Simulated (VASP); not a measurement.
```
La
1.0
    1.63043    -2.82398     0.00000
    1.63043     2.82398     0.00000
    0.00000     0.00000    10.51339
La
4
Direct
  0.00000   0.00000   0.50000
  0.00000   0.00000   0.00000
  0.33333   0.66667   0.25000
  0.66667   0.33333   0.75000
```

Calculation: PBE GGA, VASP's PBE PAW potentials (set 64) (plane waves; VASP). Numerical set-up: 500 eV cut-off, 11×11×3 Γ-centred mesh, first-order Methfessel-Paxton smearing of 0.10 eV, potentials La.

Energy and stress use the plane-wave basis of the starting cell.

### Question
The ions, cell shape and volume at an external pressure of 30.0 GPa are relaxed. Which structure does the run end with?

### Answer

```
La
1.0
    1.55906    -2.70037     0.00000
    1.55906     2.70037     0.00000
    0.00000     0.00000    10.27876
La
4
Direct
  0.00000   0.00000   0.50000
  0.00000   0.00000   0.00000
  0.33333   0.66667   0.25000
  0.66667   0.33333   0.75000
```
Space group P6_3/mmc (194), at a tolerance of 0.03 Å.

### Question
How do energy and volume change from the first to the last step?

### Answer
The energy (σ→0) changes by +388.2 meV/atom and the volume by -10.6 %, in 12 ionic steps.

The compound is La in the dhcp structure. This run relaxes it under an external pressure of 30 GPa. Symmetry was kept, so distortions that lower it aren't found.
